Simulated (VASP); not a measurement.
Given:

```
CdRh2O4
1.0
    0.00000     4.40758     4.40758
    4.40758     0.00000     4.40758
    4.40758     4.40758     0.00000
Cd Rh O
2 4 8
Direct
  0.25000   0.25000   0.25000
  0.00000   0.00000   0.00000
  0.62500   0.62500   0.12500
  0.62500   0.12500   0.62500
  0.62500   0.62500   0.62500
  0.12500   0.62500   0.62500
  0.85682   0.85682   0.42954
  0.39318   0.82046   0.39318
  0.85682   0.85682   0.85682
  0.82046   0.39318   0.39318
  0.85682   0.42954   0.85682
  0.39318   0.39318   0.82046
  0.42954   0.85682   0.85682
  0.39318   0.39318   0.39318
```

Calculation: r2SCAN meta-GGA, VASP's PBE PAW potentials (set 64) (plane waves; VASP 6.6.1). Run with LREAL = Auto, 520 eV cut-off, 5×5×5 Γ-centred mesh, tetrahedra with Blöchl corrections, potentials Cd Rh_pv O.

The cores are frozen, which limits the accuracy of field gradients.

**Question.** Give the principal components of the electric field gradient (V/Å²) and the asymmetry η at each nucleus.

**Answer.** 
| atom | Vxx | Vyy | Vzz | η |
|---|---|---|---|---|
| Cd1 | 0.0 | 0.0 | 0.0 | - |
| Cd2 | 0.0 | 0.0 | 0.0 | - |
| Rh3 | 20.1 | 20.1 | -40.2 | 0.00 |
| Rh4 | 20.1 | 20.1 | -40.2 | 0.00 |
| Rh5 | 20.1 | 20.1 | -40.2 | 0.00 |
| Rh6 | 20.1 | 20.1 | -40.2 | 0.00 |
| O7 | 5.7 | 5.7 | -11.3 | 0.00 |
| O8 | 5.7 | 5.7 | -11.3 | 0.00 |
| O9 | 5.7 | 5.7 | -11.3 | 0.00 |
| O10 | 5.7 | 5.7 | -11.3 | 0.00 |
| O11 | 5.7 | 5.7 | -11.3 | 0.00 |
| O12 | 5.7 | 5.7 | -11.3 | 0.00 |
| O13 | 5.7 | 5.7 | -11.3 | 0.00 |
| O14 | 5.7 | 5.7 | -11.3 | 0.00 |

The structure comes from a computed database's CdRh2O4 entry (Fd-3m); how it stands against other phases isn't given here. It was relaxed first.
